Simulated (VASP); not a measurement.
Data:

```yaml
crystal:
  lattice:
    - [1.27116, -2.20171, 0.00000]
    - [1.27116, 2.20171, 0.00000]
    - [0.00000, 0.00000, 4.20425]
  atoms:
    - { symbol: B, position: [0.66667, 0.33333, 0.50022] }
    - { symbol: B, position: [0.33333, 0.66667, 0.00022] }
    - { symbol: N, position: [0.66667, 0.33333, 0.87478] }
    - { symbol: N, position: [0.33333, 0.66667, 0.37478] }
```

Level of theory: PBE GGA with D3 dispersion (Becke-Johnson damping), VASP's PBE PAW potentials (set 64) (plane waves; VASP). Settings: 520 eV cut-off, Gaussian smearing of 0.050 eV, potentials B N.

Q: Estimate the band gap (along the path) with the smallest direct gap where there is one.

A: 
- band gap (along the path) = 5.18 eV
- smallest direct gap (along the path) = 8.30 eV

The absolute energy has meaning only against runs of the same code, potentials and settings.

The compound is BN in the wurtzite structure, a metastable high-pressure form. It was relaxed first.
